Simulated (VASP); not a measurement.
Write an ASE script for VASP 6.6.1 that does the following.

```yaml
Task: single point
Functional: MS2
Potentials_or_basis: VASP PAW PBE potentials, release 64 (P, C)
Cutoff: 520 eV
k_mesh: 11 × 11 × 4
Occupations: gaussian, width 0.05 eV
Spin: no spin polarisation
Further_INCAR_settings: ALGO = Normal; EDIFF = 1.00e-07; NBANDS = 22
```

The system is PC2.

```
P C
1.0
     2.85244    0.00000    0.00000
    -1.42622    2.47028    0.00000
     0.00000    0.00000    7.02896
P C
2 4
Direct
  0.00000 0.00000 0.50000
  0.00000 0.00000 0.00000
  0.66667 0.33333 0.35082
  0.33333 0.66667 0.64918
  0.33333 0.66667 0.85082
  0.66667 0.33333 0.14918
```

The cell was built by a generator and needn't be a form met in nature.

The input as run:

run.py

```python
from ase import Atoms
from ase.calculators.vasp import Vasp
from ase.dft.bandgap import bandgap

atoms = Atoms(
    ['P', 'P', 'C', 'C', 'C', 'C'],
    cell=[[2.85244, 0.0, 0.0], [-1.42622, 2.47028, 0.0], [0.0, 0.0, 7.02896]],
    scaled_positions=[[0.0, 0.0, 0.5], [0.0, 0.0, 0.0], [0.66667, 0.33333, 0.35082], [0.33333, 0.66667, 0.64918], [0.33333, 0.66667, 0.85082], [0.66667, 0.33333, 0.14918]],
    pbc=True,
)
calc = Vasp(
    directory='calc',
    xc='ms2',
    pp='PBE',
    setups='recommended',
    prec='Accurate',
    encut=520,
    ediff=1e-07,
    ismear=0,
    sigma=0.05,
    lreal=False,
    lasph=True,
    nelm=60,
    algo='Normal',
    isif=2,
    lwave=False,
    lcharg=False,
    lmixtau=True,
    kpts=[11, 11, 4],
    gamma=True,
    nbands=22,
)
atoms.calc = calc

print('energy (eV):', atoms.get_potential_energy())
print('free energy (eV):', atoms.get_potential_energy(force_consistent=True))
print('forces (eV/A):')
print(atoms.get_forces())
print('stress (eV/A^3, Voigt):', atoms.get_stress())
print('Fermi level (eV):', calc.get_fermi_level())
gap, top, bottom = bandgap(calc)
print('band gap (eV):', gap, 'from (spin, k, band)', top, 'to', bottom)
```

Potentials or basis: VASP PAW PBE potentials, release 64 (P, C).

Run with:

```sh
$ python run.py
```

It gave:

```
Pressure               : -7.8 GPa
Largest force          : 0.520 eV/Å
Band gap on the k mesh : none (metal or under the smearing width)
```

Caveat: the PAW data sets were made with another functional, which shifts forces and pressure a little.

Run time: 5.8 min on 1 thread of Intel(R) Xeon(R) Platinum 8488C (Sapphire Rapids), on a shared host, peak memory 0.22 GiB.
